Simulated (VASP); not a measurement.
A VASP calculation is set up with these files.

### POSCAR
```
BaHfO3
1
    4.1579258799     0.0000000000     0.0000000000
    0.0000000000     4.1579258799     0.0000000000
    0.0000000000     0.0000000000     4.1579258799
Ba Hf O
1 1 3
Direct
  0.0000000000   0.0000000000   0.0000000000
  0.5000000000   0.5000000000   0.5000000000
  0.5000000000   0.0000000000   0.5000000000
  0.0000000000   0.5000000000   0.5000000000
  0.5000000000   0.5000000000   0.0000000000
```

File KPOINTS:
```
Automatic
0
G
  5 5 5
```

**INCAR**
```
! general
SYSTEM   =  BaHfO3
PREC     =  Accurate
ENCUT    =  520
LREAL    =  .False.
LASPH    =  .True.

! electronic loop
EDIFF    =  1E-7
NELM     =  100
ALGO     =  Normal
LMAXMIX  =  6

! smearing
ISMEAR   =  0
SIGMA    =  0.05

! functional
GGA      =  91

! ions
ISIF     =  2

! output
LWAVE    =  .False.
LCHARG   =  .False.
```

POTCAR, in this order: Ba_sv Hf_pv O (PBE.64 set). Program: vasp_std.

Translate this PW91 calculation to Quantum ESPRESSO's pw.x.

One equivalent input (not run):
```
&CONTROL
  calculation = 'scf'
  pseudo_dir = './pseudo'
  outdir = './out'
  tprnfor = .true.
  tstress = .true.
/
&SYSTEM
  ibrav = 0
  nat = 5
  ntyp = 3
  ecutwfc = 84
  occupations = 'smearing'
  smearing = 'gaussian'
  degauss = 0.003675
  input_dft = 'pw91'
/
&ELECTRONS
  conv_thr = 7.3e-09
  electron_maxstep = 100
/
ATOMIC_SPECIES
  Ba 137.327 Ba.upf
  Hf 178.490 Hf.upf
  O 15.999 O.upf
CELL_PARAMETERS angstrom
     4.1579259    0.0000000    0.0000000
     0.0000000    4.1579259    0.0000000
     0.0000000    0.0000000    4.1579259
ATOMIC_POSITIONS crystal
  Ba   0.0000000  0.0000000  0.0000000
  Hf   0.5000000  0.5000000  0.5000000
  O    0.5000000  0.0000000  0.5000000
  O    0.0000000  0.5000000  0.5000000
  O    0.5000000  0.5000000  0.0000000
K_POINTS automatic
  5 5 5 0 0 0
```
Limits of the translation: the potentials are each code's own (VASP's PAW set, PseudoDojo norm-conserving files in pw.x), so ENCUT and ecutwfc are chosen apart and not converted; conv_thr bounds pw.x's estimated SCF error, while EDIFF bounds the energy change between steps.

The compound is BaHfO3 in the cubic perovskite structure. This cell is one point of a volume scan, at 0.97 of the reference volume.
